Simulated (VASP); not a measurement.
Crystal: Sc.

```
Sc
1.0
     3.30900    0.00000    0.00000
    -1.65450    2.86568    0.00000
     0.00000    0.00000    5.27330
Sc
2
Direct
  0.33333 0.66667 0.25000
  0.66667 0.33333 0.75000
```

| Quantity | Value |
| --- | --- |
| Program | VASP 6.6.1 |
| Task | relaxation of cell and atoms |
| Functional | PBEsol |
| Potentials or basis | VASP PAW PBE potentials, release 64 (Sc_sv) |
| Cutoff | 600 eV |
| k mesh | 15 × 15 × 8 |
| Occupations | methfessel-paxton, width 0.1 eV |
| Spin | no spin polarisation |

At the start: pressure -2.9 GPa; volume 25.00 Å³/atom.

Question: How do energy, volume and symmetry change on relaxing?

Answer: Over 6 steps the energy falls by 15.6 meV/atom and the volume is 23.62 Å³/atom (-5.5 %); space group P6_3/mmc (No. 194, to 0.05 Å).

Step by step:
```csv
step,energy change (eV),largest force (eV/Å),pressure (GPa),volume (Å³)
1,0.0000,0.0000,-2.87,50.00
2,-0.0287,0.0000,0.58,46.83
3,-0.0291,0.0000,0.20,47.14
4,-0.0309,0.0000,0.10,47.20
5,-0.0312,0.0000,0.06,47.23
6,-0.0312,0.0000,0.05,47.23
```

Final structure:
```
Sc
1.0
     3.27713    0.00000    0.00000
    -1.63856    2.83808    0.00000
     0.00000    0.00000    5.07827
Sc
2
Direct
  0.33333 0.66667 0.25000
  0.66667 0.33333 0.75000
```

Caveat: the PAW data sets were made with another functional, which shifts forces and pressure a little.
